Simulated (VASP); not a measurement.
Write the native input for VASP 6.6.1 that does the following.

- Task: relaxation of cell and atoms
- Functional: PBE
- Potentials or basis: VASP PAW PBE potentials, release 64 (Si, P)
- Cutoff: 520 eV
- k mesh: 6 × 6 × 6
- Occupations: gaussian, width 0.1 eV
- Spin: no spin polarisation
- Further INCAR settings: ALGO = Normal; EDIFF = 1e-07; IBRION = 2; POTIM = 0.3; EDIFFG = -0.005; NSW = 60; ISIF = 3

The structure of Si3P4 lies in POSCAR:

```
Si3P4                                   
1.0
    0.0000000000      4.9454288796      4.9454288796
    4.9454288796     -0.0000000000      4.9454288796
    4.9454288796      4.9454288796      0.0000000000
  Si              P             
     6     8
Direct
     0.5000000000000000    0.5000000000000000    0.5000000000000000
     0.7500000000000000    0.7500000000000000    0.7500000000000000
     0.1250000000000000    0.1250000000000000    0.1250000000000000
     0.1250000000000000    0.6250000000000000    0.1250000000000000
     0.6250000000000000    0.1250000000000000    0.1250000000000000
     0.1250000000000000    0.1250000000000000    0.6250000000000000
     0.3654431120513450    0.3654431120513450    0.9036706738459589
     0.9036706738459589    0.3654431120513450    0.3654431120513450
     0.3654431120513450    0.9036706738459589    0.3654431120513450
     0.3654431120513450    0.3654431120513450    0.3654431120513450
     0.8845568879486551    0.8845568879486551    0.3463293261540412
     0.8845568879486551    0.3463293261540412    0.8845568879486551
     0.8845568879486551    0.8845568879486551    0.8845568879486551
     0.3463293261540412    0.8845568879486551    0.8845568879486551
```

The cell was built by a generator and needn't be a form met in nature.

The input as run:

INCAR

```
SYSTEM = Si3P4
ALGO     = Normal         ! electronic algorithm
EDIFF    = 1E-7           ! SCF threshold, eV
EDIFFG   = -0.005         ! ionic threshold
ENCUT    = 520            ! plane-wave cutoff, eV
GGA      = PE             ! functional
IBRION   = 2              ! ionic algorithm
ISIF     = 3              ! what is computed and relaxed
ISMEAR   = 0              ! smearing method
KPAR     = 4            
LASPH    = .TRUE.         ! aspherical terms in the spheres
LCHARG   = .FALSE.        ! write CHGCAR
LREAL    = .FALSE.        ! projectors in reciprocal space
LWAVE    = .FALSE.        ! write WAVECAR
NELM     = 120            ! most SCF steps
NSW      = 60             ! ionic steps
POTIM    = 0.3            ! step
PREC     = Accurate       ! precision mode
SIGMA    = 0.1            ! smearing width, eV
```

KPOINTS

```
k-points
0
G
  6 6 6
  0 0 0
```

Potentials or basis: VASP PAW PBE potentials, release 64 (Si, P).

Run with:

```bash
$ cat potpaw_PBE.64/Si/POTCAR potpaw_PBE.64/P/POTCAR > POTCAR
$ mpirun -np 4 vasp_std > vasp.out
```

Results of the run:

* Pressure after relaxing: 0.0 GPa
* Band gap on the k mesh: none (metal or under the smearing width)

Caveat: the relaxation stopped at its first step, so nothing moved.

Wall time 50 s on 4 MPI ranks on Intel(R) Xeon(R) Platinum 8488C (Sapphire Rapids) (shared host), peak memory 0.44 GiB a rank.
